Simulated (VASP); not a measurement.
```
AlP
1.0
    0.00000     2.58955     2.58955
    2.58955     0.00000     2.58955
    2.58955     2.58955     0.00000
Al P
1 1
Direct
  0.00000   0.00000   0.00000
  0.25000   0.25000   0.25000
```

Level of theory: PBEsol GGA, VASP's PBE PAW potentials (set 64) (plane waves; VASP 6.6.1). Settings: 500 eV cut-off, 9×9×9 Γ-centred mesh, Gaussian smearing of 0.050 eV, potentials Al P.

Question: Estimate the energy per atom (σ→0), pressure.

Answer: 
```json
{
 "energy per atom (σ→0)": "-514.2 kJ/mol of atoms",
 "pressure": "199.7 kbar"
}
```

Total energies compare only between runs with the same potentials, cut-off and functional.

The structure was generated: AlP was put into the zinc blende type (F-43m), which need not be its known phase. It was relaxed first under an external pressure of 20 GPa.
